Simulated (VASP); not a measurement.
Consider the following.

```
CELL_PARAMETERS angstrom
      0.00000     1.94887     1.94887
      1.94887     0.00000     1.94887
      1.94887     1.94887     0.00000
ATOMIC_POSITIONS crystal
  Pt 0.00000 0.00000 0.00000
```

Calculation: PW91 GGA, VASP's PBE PAW potentials (set 64) (plane waves; VASP). Numerical set-up: 520 eV cut-off, 16×16×16 Γ-centred mesh, first-order Methfessel-Paxton smearing of 0.10 eV, potentials Pt.

### Question
The job: Pt (fcc), 1 atom, PW91, static run, 520 eV, 16×16×16 Γ-centred mesh. Roughly how much core time does it take on a busy server core?

### Answer
About 8 core-seconds (one run on a shared machine, a rough figure). It had 145 irreducible k-points, 9 bands, up to 415 plane waves and 11 electronic steps.

The compound is Pt in the fcc structure. This cell is one point of a volume scan, at 0.94 of the reference volume.
